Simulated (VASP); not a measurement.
Te2Au:

```
CELL_PARAMETERS angstrom
4.07800 0.00000 0.00000
-2.03900 3.53165 0.00000
0.00000 0.00000 5.00000
ATOMIC_POSITIONS crystal
Te 0.66667 0.33333 0.29320
Te 0.33333 0.66667 0.70680
Au 0.00000 0.00000 0.00000
```

Measurements of this composition are mostly on another form, of space group No. 12.

* Program: VASP 6.6.1
* Task: relaxation of cell and atoms
* Functional: PBEsol
* Potentials or basis: VASP PAW PBE potentials, release 64 (Te, Au)
* Cutoff: 600 eV
* k mesh: 9 × 9 × 6
* Occupations: gaussian, width 0.03 eV
* Spin: no spin polarisation

At the start: pressure 5.0 GPa; volume 24.00 Å³/atom.

Task: Where does the relaxation end?

Result: Over 9 steps the energy falls by 19.2 meV/atom and the volume is 25.32 Å³/atom (+5.5 %); space group P-3m1 (No. 164, to 0.05 Å).

Step by step:
| step | energy change (eV) | largest force (eV/Å) | pressure (GPa) | volume (Å³) |
| --- | --- | --- | --- | --- |
| 1 | 0.0000 | 0.0024 | 4.98 | 72.01 |
| 2 | 0.0065 | 0.3067 | -4.14 | 80.06 |
| 3 | -0.0542 | 0.1698 | -0.02 | 75.72 |
| 4 | -0.0542 | 0.1671 | 0.07 | 75.64 |
| 5 | -0.0563 | 0.0958 | 0.07 | 75.74 |
| 6 | -0.0574 | 0.0039 | 0.09 | 75.87 |
| 7 | -0.0574 | 0.0072 | 0.09 | 75.87 |
| 8 | -0.0574 | 0.0019 | -0.10 | 76.06 |
| 9 | -0.0575 | 0.0026 | 0.00 | 75.95 |

Final structure:
```
Te Au
1.0
     4.14386    0.00000    0.00000
    -2.07193    3.58869    0.00000
     0.00000    0.00000    5.10751
Te Au
2 1
Direct
  0.66667 0.33333 0.28970
  0.33333 0.66667 0.71030
  0.00000 0.00000 0.00000
```

Caveat: the PAW data sets were made with another functional, which shifts forces and pressure a little.
